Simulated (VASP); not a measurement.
Here is the system:

```
CsSnI3
1.0
    5.79021     0.00000     0.00000
    0.00000     5.79021     0.00000
    0.00000     0.00000     5.79021
Cs Sn I
1 1 3
Direct
  0.00000   0.00000   0.00000
  0.50000   0.50000   0.50000
  0.50000   0.00000   0.50000
  0.00000   0.50000   0.50000
  0.50000   0.50000   0.00000
```

Method: PBEsol GGA, VASP's PBE PAW potentials (set 64) (plane waves; VASP 6.6.1). Numerical set-up: 500 eV cut-off, 6×6×6 Γ-centred mesh, first-order Methfessel-Paxton smearing of 0.10 eV, potentials Cs_sv Sn_d I.

Q: The ions, cell shape and volume at an external pressure of 5.0 GPa are relaxed. What does this cell relax into?

A: 
```
CsSnI3
1.0
    5.77888     0.00000     0.00000
    0.00000     5.77888     0.00000
    0.00000     0.00000     5.77888
Cs Sn I
1 1 3
Direct
  0.00000   0.00000   0.00000
  0.50000   0.50000   0.50000
  0.50000   0.00000   0.50000
  0.00000   0.50000   0.50000
  0.50000   0.50000   0.00000
```
Space group Pm-3m (221), at a tolerance of 0.03 Å.

Q: How do energy and volume change from the first to the last step?

A: The energy (σ→0) changes by +6.9 meV/atom and the volume by -0.6 %, in 3 ionic steps.

| step | E(σ→0) (eV) | max force (eV/Å) | pressure (GPa) | volume (Å³) |
|---|---|---|---|---|
| 1 | -14.6127 | 0.000 | 4.76 | 194.13 |
| 2 | -14.5624 | 0.000 | 5.10 | 192.49 |
| 3 | -14.5780 | 0.000 | 5.00 | 192.99 |

The compound is CsSnI3 in the cubic perovskite structure, the ideal cubic form; the compound distorts at low or room temperature. This run relaxes it under an external pressure of 5 GPa. Symmetry was kept, so distortions that lower it aren't found.
